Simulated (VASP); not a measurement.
# CrGa3P4 (P-43m) in VASP: reference runs

Aim: a first look at CrGa3P4 with PBE, on the cell as given and on a disturbed one.

Everything below comes from runs of VASP 6.6.1. Logs are shortened: lines on timing, memory, paths and dates and some standing lists are left out, and cuts for length are marked.

## 1. The crystal as given

It takes space group P-43m (No. 215, cubic). Conventional cell: a = 5.491 Å, b = 5.491 Å, c = 5.491 Å, α = 90.00°, β = 90.00°, γ = 90.00°. Ga (site symmetry -42m) has 4 P at 2.39 Å as nearest neighbours. Cr (site symmetry -43m) has 4 P at 2.34 Å as nearest neighbours. P (site symmetry 3m) has 1 Cr at 2.34 Å and 3 Ga at 2.39 Å as nearest neighbours.

The cell comes from a database or a generator and needn't be the stable form of this composition.

## 2. Single point, PBE, collinear spin, ferromagnetic start

Input file INCAR:

```
  ALGO = Normal
  EDIFF = 1E-7
  ENCUT = 520
  GGA = PE
  ISIF = 2
  ISMEAR = -1
  ISPIN = 2
  LASPH = T
  LCHARG = F
  LMAXMIX = 4
  LORBIT = 11
  LREAL = F
  LWAVE = F
  MAGMOM = 0 0 0 3 0 0 0 0
  NBANDS = 50
  NELM = 120
  PREC = Accurate
  SIGMA = 0.05
```

Input file KPOINTS:

```
k-points
0
Gamma
  5 5 5
```

Input file POSCAR:

```
CrGa3P4
1.0
    5.4911840000      0.0000000000      0.0000000000
    0.0000000000      5.4911840000      0.0000000000
    0.0000000000      0.0000000000      5.4911840000
Ga Cr P
3 1 4
Direct
    0.5000000000      0.5000000000      0.0000000000
    0.5000000000      0.0000000000      0.5000000000
    0.0000000000      0.5000000000      0.5000000000
    0.0000000000      0.0000000000      0.0000000000
    0.7537230000      0.2462770000      0.7537230000
    0.2462770000      0.7537230000      0.7537230000
    0.7537230000      0.7537230000      0.2462770000
    0.2462770000      0.2462770000      0.2462770000
```

Potentials or basis: VASP PAW PBE potentials, release 64 (Ga_d, Cr_pv, P).

Launch:

```sh
cat potpaw_PBE.64/Ga_d/POTCAR potpaw_PBE.64/Cr_pv/POTCAR potpaw_PBE.64/P/POTCAR > POTCAR
mpirun -np 1 vasp_std > vasp.out
```

OUTCAR:

```text
EDIFF = 1E-7
   ENCUT = 520
   GGA = PE
   ISIF = 2
   ISMEAR = -1
   ISPIN = 2
   LASPH = T
   LORBIT = 11
   LREAL = F
   NELM = 120
   PREC = Accurate

 ion  position               nearest neighbor table
   1  0.500  0.500  0.000-   5 2.39   6 2.39   7 2.39   8 2.39
   2  0.500  0.000  0.500-   5 2.39   6 2.39   7 2.39   8 2.39
   3  0.000  0.500  0.500-   5 2.39   6 2.39   7 2.39   8 2.39
   4  0.000  0.000  0.000-   5 2.34   6 2.34   7 2.34   8 2.34
   5  0.754  0.246  0.754-   4 2.34   2 2.39   3 2.39   1 2.39
   6  0.246  0.754  0.754-   4 2.34   2 2.39   3 2.39   1 2.39
   7  0.754  0.754  0.246-   4 2.34   2 2.39   3 2.39   1 2.39
   8  0.246  0.246  0.246-   4 2.34   2 2.39   3 2.39   1 2.39

  LATTYP: Found a simple cubic cell.
 ALAT       =     5.4911840000

  Lattice vectors:

 A1 = (   5.4911840000,   0.0000000000,   0.0000000000)
 A2 = (   0.0000000000,   5.4911840000,   0.0000000000)
 A3 = (   0.0000000000,   0.0000000000,   5.4911840000)

Analysis of symmetry for initial positions (statically):
=====================================================================
 Subroutine PRICEL returns:
 Original cell was already a primitive cell.

 Routine SETGRP: Setting up the symmetry group for a
 simple cubic supercell.

 Subroutine GETGRP returns: Found 24 space group operations
 (whereof 24 operations were pure point group operations)
 out of a pool of 48 trial point group operations.

The static configuration has the point symmetry T_d .

Analysis of symmetry for dynamics (positions and initial velocities):
=====================================================================
 Subroutine PRICEL returns:
 Original cell was already a primitive cell.

 Routine SETGRP: Setting up the symmetry group for a
 simple cubic supercell.

 Subroutine GETGRP returns: Found 24 space group operations
 (whereof 24 operations were pure point group operations)
 out of a pool of 48 trial point group operations.

The dynamic configuration has the point symmetry T_d .

Analysis of structural, dynamic, and magnetic symmetry:
=====================================================================
 Subroutine PRICEL returns:
 Original cell was already a primitive cell.

 Routine SETGRP: Setting up the symmetry group for a
 simple cubic supercell.

 Subroutine GETGRP returns: Found 24 space group operations
 (whereof 24 operations were pure point group operations)
 out of a pool of 48 trial point group operations.

The overall configuration has the point symmetry T_d .

[... 137 lines left out ...]
  ext. energy  EPLUGINS =         0.00000000
  ---------------------------------------------------
  free energy    TOTEN  =       -41.70374674 eV

  energy without entropy =      -41.69402893  energy(sigma->0) =      -41.69888784

 E-fermi :   4.7833     XC(G=0):  -9.7513

 val. band max:        4.7346203060   @ k =   0.4000   0.2000   0.0000
 cond. band min:       4.9540758297   @ k =   0.0000   0.0000   0.0000
 fundamental gap:      0.2194555238
 Fermi energy:         4.7832992599

 spin component 1

 k-point     1 :       0.0000    0.0000    0.0000
  band No.  band energies     occupation
      1     -39.3600      1.00000
      2     -39.3600      1.00000
      3     -39.3600      1.00000
      4     -10.1597      1.00000
      5     -10.1597      1.00000
      6     -10.1597      1.00000
[... 489 lines left out ...]
     46       9.6525      0.00000
     47       9.9622      0.00000
 Fermi energy:         4.7832992599

 spin component 2

 k-point     1 :       0.0000    0.0000    0.0000
  band No.  band energies     occupation
      1     -36.5503      1.00000
      2     -36.5503      1.00000
      3     -36.5503      1.00000
      4     -10.1501      1.00000
      5     -10.1501      1.00000
      6     -10.1501      1.00000
[... 489 lines left out ...]
     46       9.7434      0.00000
     47      10.4335      0.00000
 [bands above 47 left out]

------------------------ aborting loop because EDIFF is reached ----------------------------------------

  FORCE on cell =-STRESS in cart. coord.  units (eV):
  Direction    XX          YY          ZZ          XY          YZ          ZX
  --------------------------------------------------------------------------------------
  -------------------------------------------------------------------------------------
  Total       -0.1845094     -0.1845094     -0.1845094     -0.0000000     -0.0000000     -0.0000000
  in kB       -1.7853813     -1.7853813     -1.7853813     -0.0000000     -0.0000000     -0.0000000
  external PRESSURE =      -1.7853813 kB  Pullay stress =       0.0000000 kB

 VOLUME and BASIS-vectors are now :
 -----------------------------------------------------------------------------
  energy-cutoff  :      520.00
  volume of cell :      165.58
      direct lattice vectors                 reciprocal lattice vectors
     5.491184000  0.000000000  0.000000000     0.182110088  0.000000000  0.000000000
     0.000000000  5.491184000  0.000000000     0.000000000  0.182110088  0.000000000
     0.000000000  0.000000000  5.491184000     0.000000000  0.000000000  0.182110088

 POSITION                                       TOTAL-FORCE (eV/Angst)
 -----------------------------------------------------------------------------------
      2.74559      2.74559      0.00000         0.000000     -0.000000      0.000000
      2.74559      0.00000      2.74559        -0.000000     -0.000000     -0.000000
      0.00000      2.74559      2.74559         0.000000     -0.000000     -0.000000
      0.00000      0.00000      0.00000        -0.000000     -0.000000      0.000000
      4.13883      1.35235      4.13883         0.010047     -0.010047      0.010047
      1.35235      4.13883      4.13883        -0.010047      0.010047      0.010047
      4.13883      4.13883      1.35235         0.010047      0.010047     -0.010047
      1.35235      1.35235      1.35235        -0.010047     -0.010047     -0.010047
 -----------------------------------------------------------------------------------
    total drift:                                0.000000      0.000000      0.000000

  FREE ENERGIE OF THE ION-ELECTRON SYSTEM (eV)
  ---------------------------------------------------
  free  energy   TOTEN  =       -41.7037467444 eV

  energy  without entropy=      -41.6940289277  energy(sigma->0) =      -41.69888784

 total charge

# of ion       s       p       d       tot
------------------------------------------
    1        0.872   0.794  10.003  11.668
    2        0.872   0.794  10.003  11.668
    3        0.872   0.794  10.003  11.668
    4        0.345   6.254   4.134  10.733
    5        1.032   1.496   0.000   2.528
    6        1.032   1.496   0.000   2.528
    7        1.032   1.496   0.000   2.528
    8        1.032   1.496   0.000   2.528
--------------------------------------------------
tot          7.088  14.622  34.142  55.852

 magnetization (x)

# of ion       s       p       d       tot
------------------------------------------
    1        0.024   0.018  -0.001   0.041
    2        0.024   0.018  -0.001   0.041
    3        0.024   0.018  -0.001   0.041
    4        0.034   0.026   2.740   2.800
    5       -0.003  -0.060   0.000  -0.063
    6       -0.003  -0.060   0.000  -0.063
    7       -0.003  -0.060   0.000  -0.063
    8       -0.003  -0.060   0.000  -0.063
--------------------------------------------------
tot          0.093  -0.159   2.736   2.670
```

OSZICAR:

```text
N       E                     dE             d eps       ncg     rms          rms(c)
DAV:   1     0.678412723455E+03    0.67841E+03   -0.31912E+04  2206   0.194E+03
DAV:   2     0.612433021454E+02   -0.61717E+03   -0.58542E+03  2104   0.562E+02
DAV:   3    -0.380628083948E+02   -0.99306E+02   -0.96117E+02  2326   0.167E+02
[... 10 lines left out ...]
DAV:  14    -0.417036775534E+02   -0.67314E-04   -0.65539E-05  2754   0.339E-02    0.659E-02
DAV:  15    -0.417037360947E+02   -0.58541E-04   -0.91845E-05  2216   0.385E-02    0.227E-02
DAV:  16    -0.417037456497E+02   -0.95550E-05   -0.16221E-05  2492   0.180E-02    0.632E-03
DAV:  17    -0.417037464074E+02   -0.75763E-06   -0.11967E-06  2402   0.405E-03    0.379E-03
DAV:  18    -0.417037466746E+02   -0.26729E-06   -0.50438E-07  1976   0.279E-03    0.193E-03
DAV:  19    -0.417037467444E+02   -0.69749E-07   -0.10918E-07  1806   0.147E-03
   1 F= -.41703747E+02 E0= -.41698888E+02  d E =-.971782E-02  mag=     2.9988
```

stdout:

```text
POSCAR found type information on POSCAR GaCrP
 POSCAR found :  3 types and       8 ions
 scaLAPACK will be used
 LDA part: xc-table for (Slater+PW92), standard interpolation
 POSCAR, INCAR and KPOINTS ok, starting setup
 FFT: planning ... GRIDC
 FFT: planning ... GRID_SOFT
 FFT: planning ... GRID
 WAVECAR not read
 entering main loop
```

Run time: 4.1 min. Hardware: 1 thread of Intel Xeon Platinum 8488C (Sapphire Rapids), shared host; peak memory 0.38 GiB.

What came out:

```yaml
Free_energy: -41.7037 eV
Pressure: -0.2 GPa
Largest_force: 0.017 eV/Å
Band_gap_on_the_k_mesh: none (metal or under the smearing width)
Net_moment: 3.00 μB per cell
Site_moments: Ga +0.04; Cr +2.80; P -0.06 μB
Valence_electrons_inside_the_program's_atomic_spheres: Ga 11.67; Cr 10.73; P 2.53
```

Forces in eV/Å, atoms in the order of the input:
```
Ga   0.000  0.000  0.000
Ga   0.000  0.000  0.000
Ga   0.000  0.000  0.000
Cr   0.000  0.000  0.000
P    0.010 -0.010  0.010
P   -0.010  0.010  0.010
P    0.010  0.010 -0.010
P   -0.010 -0.010 -0.010
```

Levels at points of the mesh, in eV from the Fermi level:
Spin up:
| k point | band 33 | band 34 | band 35 | band 36 | band 37 | band 38 | band 39 | band 40 | band 41 | band 42 |
| --- | --- | --- | --- | --- | --- | --- | --- | --- | --- | --- |
| (0.00, 0.00, 0.00) | -1.83 | -1.83 | -1.79 | -1.79 | 0.99 | 0.99 | 0.99 | 1.43 | 2.30 | 2.30 |
Spin down:
```
           k point  band 32  band 33  band 34  band 35  band 36  band 37
(0.00, 0.00, 0.00)    -1.25    -1.25    -1.25     0.17     0.17     1.38
```

Caveat: a cell with one magnetic atom can't hold antiferromagnetic order, which such compounds often take.

## 3. Single point, PBE, collinear spin, ferromagnetic start (atoms moved at random, drawn with an rms of 0.05 Å)

Input file INCAR:

```
SYSTEM = CrGa3P4
ALGO = Normal
EDIFF = 1E-7
ENCUT = 520
GGA = PE
ISIF = 2
ISMEAR = -1
ISPIN = 2
LASPH = .True.
LCHARG = .True.
LELF = .True.
LMAXMIX = 4
LORBIT = 11
LREAL = .False.
LVHAR = .True.
LWAVE = .False.
MAGMOM = 0 0 0 3 0 0 0 0
NBANDS = 50
NELM = 150
PREC = Accurate
SIGMA = 0.05
```

Input file KPOINTS:

```
k-points
0
Gamma
  5 5 5
  0 0 0
```

Input file POSCAR:

```
CrGa3P4
1.0
    5.4911840000      0.0000000000      0.0000000000
    0.0000000000      5.4911840000      0.0000000000
    0.0000000000      0.0000000000      5.4911840000
Ga Cr P
3 1 4
Direct
    0.4988570000      0.5033250000      0.0055680000
    0.5068200000      0.0062030000      0.5059930000
    0.0021370000      0.4869260000      0.4974040000
    0.0057350000     -0.0009050000      0.0056000000
    0.7471590000      0.2431390000      0.7514620000
    0.2391310000      0.7578760000      0.7534310000
    0.7550710000      0.7514880000      0.2463400000
    0.2504660000      0.2485660000      0.2465760000
```

Potentials or basis: VASP PAW PBE potentials, release 64 (Ga_d, Cr_pv, P).

Launch:

```sh
cat potpaw_PBE.64/Ga_d/POTCAR potpaw_PBE.64/Cr_pv/POTCAR potpaw_PBE.64/P/POTCAR > POTCAR
mpirun -np 1 vasp_std > vasp.out
```

OUTCAR:

```text
SYSTEM = CrGa3P4
   EDIFF = 1E-7
   ENCUT = 520
   GGA = PE
   ISIF = 2
   ISMEAR = -1
   ISPIN = 2
   LASPH = .True.
   LORBIT = 11
   LREAL = .False.
   NELM = 150
   PREC = Accurate

 ion  position               nearest neighbor table
   1  0.499  0.503  0.006-   8 2.36   7 2.36   5 2.42   6 2.43
   2  0.507  0.006  0.506-   5 2.29   8 2.40   7 2.42   6 2.42
   3  0.002  0.487  0.497-   8 2.34   5 2.39   7 2.42   6 2.43
   4  0.006  0.999  0.006-   6 2.31   8 2.33   7 2.34   5 2.40
   5  0.747  0.243  0.751-   2 2.29   3 2.39   4 2.40   1 2.42
   6  0.239  0.758  0.753-   4 2.31   2 2.42   3 2.43   1 2.43
   7  0.755  0.751  0.246-   4 2.34   1 2.36   2 2.42   3 2.42
   8  0.250  0.249  0.247-   4 2.33   3 2.34   1 2.36   2 2.40

  LATTYP: Found a simple cubic cell.
 ALAT       =     5.4911840000

  Lattice vectors:

 A1 = (   5.4911840000,   0.0000000000,   0.0000000000)
 A2 = (   0.0000000000,   5.4911840000,   0.0000000000)
 A3 = (   0.0000000000,   0.0000000000,   5.4911840000)

Analysis of symmetry for initial positions (statically):
=====================================================================
 Subroutine PRICEL returns:
[... 2627 lines left out ...]
  energy-cutoff  :      520.00
  volume of cell :      165.58
      direct lattice vectors                 reciprocal lattice vectors
     5.491184000  0.000000000  0.000000000     0.182110088  0.000000000  0.000000000
     0.000000000  5.491184000  0.000000000     0.000000000  0.182110088  0.000000000
     0.000000000  0.000000000  5.491184000     0.000000000  0.000000000  0.182110088

 POSITION                                       TOTAL-FORCE (eV/Angst)
 -----------------------------------------------------------------------------------
      2.73932      2.76385      0.03057        -0.047958      0.124972     -0.400410
      2.78304      0.03406      2.77850        -0.468198     -0.550620     -0.425058
      0.01173      2.67380      2.73134        -0.201627      0.476090      0.192443
      0.03149      5.48621      0.03075        -0.452212      0.190252     -0.182040
      4.10279      1.33512      4.12642         0.599300      0.286824      0.682072
      1.31311      4.16164      4.13723         0.305942     -0.311968     -0.127555
      4.14623      4.12656      1.35270         0.115835      0.087538      0.213310
      1.37535      1.36492      1.35399         0.148918     -0.303087      0.047238
 -----------------------------------------------------------------------------------
    total drift:                               -0.000526      0.000980     -0.000122

  FREE ENERGIE OF THE ION-ELECTRON SYSTEM (eV)
  ---------------------------------------------------
  free  energy   TOTEN  =       -41.6187855553 eV

  energy  without entropy=      -41.6091424750  energy(sigma->0) =      -41.61396402

 total charge

# of ion       s       p       d       tot
------------------------------------------
    1        0.872   0.792  10.002  11.666
    2        0.873   0.805  10.005  11.683
    3        0.872   0.792  10.002  11.667
    4        0.344   6.253   4.135  10.732
    5        1.030   1.501   0.000   2.531
    6        1.035   1.485   0.000   2.520
    7        1.033   1.492   0.000   2.524
    8        1.031   1.511   0.000   2.542
--------------------------------------------------
tot          7.091  14.630  34.145  55.866

 magnetization (x)

# of ion       s       p       d       tot
------------------------------------------
    1        0.024   0.018  -0.001   0.041
    2        0.024   0.018  -0.002   0.041
    3        0.024   0.018  -0.001   0.041
    4        0.034   0.026   2.743   2.803
    5       -0.003  -0.058   0.000  -0.061
    6       -0.004  -0.064   0.000  -0.068
    7       -0.003  -0.061   0.000  -0.065
    8       -0.003  -0.058   0.000  -0.061
--------------------------------------------------
tot          0.093  -0.160   2.739   2.672
```

OSZICAR:

```text
N       E                     dE             d eps       ncg     rms          rms(c)
DAV:   1     0.679381908307E+03    0.67938E+03   -0.32018E+04 14064   0.194E+03
DAV:   2     0.641876753016E+02   -0.61519E+03   -0.58221E+03 13120   0.567E+02
DAV:   3    -0.377785618352E+02   -0.10197E+03   -0.98550E+02 14732   0.169E+02
[... 10 lines left out ...]
DAV:  14    -0.416187185516E+02   -0.67169E-04   -0.87782E-05 17620   0.573E-02    0.650E-02
DAV:  15    -0.416187745959E+02   -0.56044E-04   -0.88371E-05 14128   0.803E-02    0.226E-02
DAV:  16    -0.416187844982E+02   -0.99023E-05   -0.18661E-05 18206   0.372E-02    0.628E-03
DAV:  17    -0.416187852554E+02   -0.75716E-06   -0.17687E-06 19116   0.962E-03    0.424E-03
DAV:  18    -0.416187854698E+02   -0.21442E-06   -0.50718E-07 12746   0.436E-03    0.187E-03
DAV:  19    -0.416187855553E+02   -0.85467E-07   -0.17989E-07 10914   0.453E-03
   1 F= -.41618786E+02 E0= -.41613964E+02  d E =-.964308E-02  mag=     2.9990
```

stdout:

```text
POSCAR found type information on POSCAR GaCrP
 POSCAR found :  3 types and       8 ions
 scaLAPACK will be used
 LDA part: xc-table for (Slater+PW92), standard interpolation
 POSCAR, INCAR and KPOINTS ok, starting setup
 FFT: planning ... GRIDC
 FFT: planning ... GRID_SOFT
 FFT: planning ... GRID
 WAVECAR not read
 entering main loop
```

Wall time 28 min (1 thread of Intel Xeon Platinum 8488C (Sapphire Rapids), shared host); peak memory 0.82 GiB.

Results:

- Free energy: -41.6188 eV
- Pressure: 0.0 GPa
- Largest force: 0.952 eV/Å
- Band gap on the k mesh: none (metal or under the smearing width)
- Net moment: 3.00 μB per cell
- Site moments: Ga +0.04; Cr +2.80; P -0.06, -0.07 μB
- Valence electrons inside the program's atomic spheres: Ga 11.67, 11.68; Cr 10.73; P 2.53, 2.52, 2.54

Forces on the atoms (eV/Å):
```
Ga  -0.048  0.125 -0.400
Ga  -0.468 -0.551 -0.425
Ga  -0.202  0.476  0.192
Cr  -0.452  0.190 -0.182
P    0.599  0.287  0.682
P    0.306 -0.312 -0.128
P    0.116  0.088  0.213
P    0.149 -0.303  0.047
```

Levels at points of the mesh, in eV from the Fermi level:
Spin up:
| k point | band 34 | band 35 | band 36 | band 37 | band 38 | band 39 | band 40 | band 41 |
| --- | --- | --- | --- | --- | --- | --- | --- | --- |
| (0.00, 0.00, 0.00) | -1.81 | -1.77 | -1.70 | 0.92 | 0.99 | 1.01 | 1.42 | 2.24 |
Spin down:
| k point | band 32 | band 33 | band 34 | band 35 | band 36 | band 37 |
| --- | --- | --- | --- | --- | --- | --- |
| (0.00, 0.00, 0.00) | -1.33 | -1.26 | -1.16 | 0.16 | 0.19 | 1.25 |

Caveat: a cell with one magnetic atom can't hold antiferromagnetic order, which such compounds often take.
